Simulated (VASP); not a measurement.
An input for Ansatz (written as the equivalent of a VASP run, and not itself run):

Ansatz 0.2 input:
```yaml
crystal:
  lattice:
    - [3.1796894, 0.0000000, 0.0000000]
    - [-1.5898447, 2.7536922, 0.0000000]
    - [0.0000000, 0.0000000, 5.1853143]
  atoms:
    - { symbol: Ga, position: [0.3333330, 0.6666670, 0.9993587] }
    - { symbol: Ga, position: [0.6666670, 0.3333330, 0.4993587] }
    - { symbol: N, position: [0.3333330, 0.6666670, 0.3756413] }
    - { symbol: N, position: [0.6666670, 0.3333330, 0.8756413] }
kpoints:
  mp_grid: { grid: [8, 8, 5] }
hamiltonian:
  xc: pbesol
  pseudopotentials: { kind: paw }
scf:
  occupations: { method: gaussian, width: 0.05 }
  max_iter: 100
relax:
  max_steps: 40
  f_tol: 0.02
  cell: {}
output: { forces: true, stress: true, eigenvalues: true }
```

Q: Write the VASP files for the same calculation (PBEsol).

A: One answer among several that fit: 
INCAR:
```
# general
SYSTEM  = GaN
PREC    = Accurate
ENCUT   = 620
LREAL   = F
LASPH   = T   # aspherical one-centre terms

# electronic loop
EDIFF   = 1E-6
NELM    = 100
ALGO    = Normal
LMAXMIX = 4   # l cut-off of mixed one-centre charges

# smearing
ISMEAR  = 0   # Gaussian
SIGMA   = 0.05

# functional
GGA     = PS

# ions
IBRION  = 2
NSW     = 40   # most ionic steps
ISIF    = 3
EDIFFG  = -0.02

# output
LWAVE   = F
LCHARG  = F
```

### POSCAR
```
GaN
1.0
  3.1796893579   0.0000000000   0.0000000000
 -1.5898446789   2.7536921658   0.0000000000
  0.0000000000   0.0000000000   5.1853142581
Ga N
2 2
direct
  0.3333330000   0.6666670000   0.9993587154
  0.6666670000   0.3333330000   0.4993587154
  0.3333330000   0.6666670000   0.3756412846
  0.6666670000   0.3333330000   0.8756412846
```

File KPOINTS:
```
Regular mesh
0
Gamma
8 8 5
0 0 0
```

POTCAR, in this order: Ga_d N (PBE.64 set). Program: vasp_std.

Limits of the translation: each code has its own PAW files, so the cut-off isn't converted (ENCUT is set for VASP's; basis.ecutwfc is left out, and Ansatz then takes the one that its files recommend); Ansatz stops its SCF on the density residual and VASP on the energy change (EDIFF).

The structure was generated: GaN was put into the wurtzite type (P6_3mc), which need not be its known phase. It was relaxed first.
